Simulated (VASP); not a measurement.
Data:

```xyz
6
Lattice="4.6363 0.0000 0.0000 0.0000 4.6363 0.0000 0.0000 0.0000 3.0928" Properties=species:S:1:pos:R:3 pbc="T T T"
Zn     0.0000     0.0000     0.0000
Zn     2.3182     2.3182     1.5464
F      1.4058     1.4058     0.0000
F      3.7240     0.9123     1.5464
F      0.9123     3.7240     1.5464
F      3.2305     3.2305     0.0000
```

These are LDA (Ceperley-Alder, Perdew-Zunger), VASP's LDA PAW potentials (set 64) (plane waves; VASP) values and carry that method's errors. Numerical set-up: 620 eV cut-off, 5×5×7 Γ-centred mesh, Gaussian smearing of 0.050 eV, potentials Zn F.

Energy and stress use the plane-wave basis of the starting cell.

### Question
The ions, cell shape and volume at an external pressure of 5.0 GPa are relaxed. Give the cell that the relaxation ends in.

### Answer

```xyz
6
Lattice="4.5690 0.0000 0.0000 0.0000 4.5690 0.0000 0.0000 0.0000 3.0716" Properties=species:S:1:pos:R:3 pbc="T T T"
Zn     0.0000     0.0000     0.0000
Zn     2.2845     2.2845     1.5358
F      1.3815     1.3815     0.0000
F      3.6660     0.9030     1.5358
F      0.9030     3.6660     1.5358
F      3.1875     3.1875     0.0000
```
Space group P4_2/mnm (136), at a tolerance of 0.03 Å.

### Question
How do energy and volume change from the first to the last step?

### Answer
The energy (σ→0) changes by +6.0 meV/atom and the volume by -3.5 %, in 7 ionic steps.

The compound is ZnF2 in the rutile structure. This run relaxes it under an external pressure of 5 GPa. Symmetry was kept, so distortions that lower it aren't found.
